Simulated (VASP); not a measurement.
Given:

```xyz
3
Lattice="3.9466 0.0000 0.0000 0.0000 3.9466 0.0000 0.0000 0.0000 4.9458" Properties=species:S:1:pos:R:3 pbc="T T T"
Cd     1.9733     1.9733     2.4729
Cl     0.0000     1.9733     1.0312
Cl     1.9733     3.9466     3.9145
```

These are LDA (Ceperley-Alder, Perdew-Zunger), VASP's LDA PAW potentials (set 64) (plane waves; VASP 6.6.1) values and carry that method's errors. Settings: 400 eV cut-off, Gaussian smearing of 0.050 eV, potentials Cd Cl.

Estimate the band gap (along the path) with the smallest direct gap where there is one.

The band gap (along the path) is 2.67 eV and the smallest direct gap (along the path) is 2.67 eV.

The absolute energy has meaning only against runs of the same code, potentials and settings.

The structure comes from a computed database's CdCl2 entry (P-4m2); how it stands against other phases isn't given here. It was relaxed first, which changed the volume by -13 %.
